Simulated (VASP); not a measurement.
Input for VASP

### INCAR
```
ALGO = Normal
EDIFF = 1E-6
ENCUT = 300
GGA = RE
ISIF = 2
ISMEAR = 0
LASPH = .TRUE.
LCHARG = .FALSE.
LMAXMIX = 4
LREAL = .FALSE.
LWAVE = .FALSE.
NELM = 100
PREC = Accurate
SIGMA = 0.01
SYSTEM = GaSe
```

POSCAR:
```
GaSe
1
    3.7725700000     0.0000000000     0.0000000000
   -1.8862850000     3.2671410000     0.0000000000
    0.0000000000     0.0000000000    16.5256100000
Ga Se
4 4
Direct
  0.3333330000   0.6666670000   0.1761400000
  0.6666670000   0.3333330000   0.8238600000
  0.6666670000   0.3333330000   0.6761400000
  0.3333330000   0.6666670000   0.3238600000
  0.3333330000   0.6666670000   0.6061300000
  0.6666670000   0.3333330000   0.3938700000
  0.6666670000   0.3333330000   0.1061300000
  0.3333330000   0.6666670000   0.8938700000
```

### KPOINTS
```
Regular mesh
0
gamma
5 5 1
0 0 0
```

POTCAR, in this order: Ga_d Se (PBE.64 set). Program: vasp_std.

**Question.** Write an equivalent input for Ansatz.

**Answer.** One equivalent input (not run):
Ansatz 0.2 input:
```yaml
crystal:
  lattice:
    - [3.7725700, 0.0000000, 0.0000000]
    - [-1.8862850, 3.2671410, 0.0000000]
    - [0.0000000, 0.0000000, 16.5256100]
  atoms:
    - { symbol: Ga, position: [0.3333330, 0.6666670, 0.1761400] }
    - { symbol: Ga, position: [0.6666670, 0.3333330, 0.8238600] }
    - { symbol: Ga, position: [0.6666670, 0.3333330, 0.6761400] }
    - { symbol: Ga, position: [0.3333330, 0.6666670, 0.3238600] }
    - { symbol: Se, position: [0.3333330, 0.6666670, 0.6061300] }
    - { symbol: Se, position: [0.6666670, 0.3333330, 0.3938700] }
    - { symbol: Se, position: [0.6666670, 0.3333330, 0.1061300] }
    - { symbol: Se, position: [0.3333330, 0.6666670, 0.8938700] }
kpoints:
  mp_grid: { grid: [5, 5, 1] }
hamiltonian:
  xc: revpbe
  pseudopotentials: { kind: paw }
scf:
  occupations: { method: gaussian, width: 0.01 }
  max_iter: 100
output: { forces: true, stress: true, eigenvalues: true }
```
Limits of the translation: each code has its own PAW files, so the cut-off isn't converted (ENCUT is set for VASP's; basis.ecutwfc is left out, and Ansatz then takes the one that its files recommend); Ansatz stops its SCF on the density residual and VASP on the energy change (EDIFF).

The structure comes from a computed database's GaSe entry, a phase known from measurement. The cell was not relaxed at this level.
